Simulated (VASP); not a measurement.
The system is ZrZn.

```xyz
2
Lattice="3.3383 0.0000 0.0000 0.0000 3.3383 0.0000 0.0000 0.0000 3.3383" Properties=species:S:1:pos:R:3 pbc="T T T"
Zr    1.6692    1.6692    1.6692
Zn    0.0000    0.0000    0.0000
```

| Quantity | Value |
| --- | --- |
| Program | VASP 6.6.1 |
| Task | relaxation of cell and atoms |
| Functional | LDA |
| Potentials or basis | VASP PAW LDA potentials, release 64 (Zr_sv, Zn) |
| Cutoff | 600 eV |
| k mesh | 12 × 12 × 12 |
| Occupations | gaussian, width 0.1 eV |
| Spin | no spin polarisation |

At the start: pressure -7.5 GPa; volume 18.60 Å³/atom.

Q: Where does the relaxation end?

A: Over 6 steps the energy falls by 30.5 meV/atom and the volume is 17.37 Å³/atom (-6.6 %); space group Pm-3m (No. 221, to 0.05 Å).

Step by step:
| step | energy change (eV) | largest force (eV/Å) | pressure (GPa) | volume (Å³) |
| --- | --- | --- | --- | --- |
| 1 | 0.0000 | 0.0000 | -7.51 | 37.20 |
| 2 | -0.0079 | 0.0000 | 8.78 | 32.70 |
| 3 | -0.0611 | 0.0000 | -0.08 | 34.77 |
| 4 | -0.0611 | 0.0000 | 0.10 | 34.72 |
| 5 | -0.0611 | 0.0000 | -0.09 | 34.77 |
| 6 | -0.0611 | 0.0000 | 0.00 | 34.75 |

Final structure:
```
Zr Zn
1.0
     3.26325    0.00000    0.00000
     0.00000    3.26325    0.00000
     0.00000    0.00000    3.26325
Zr Zn
1 1
Cartesian
  1.6316 1.6316 1.6316
  0.0000 0.0000 3.2633
```
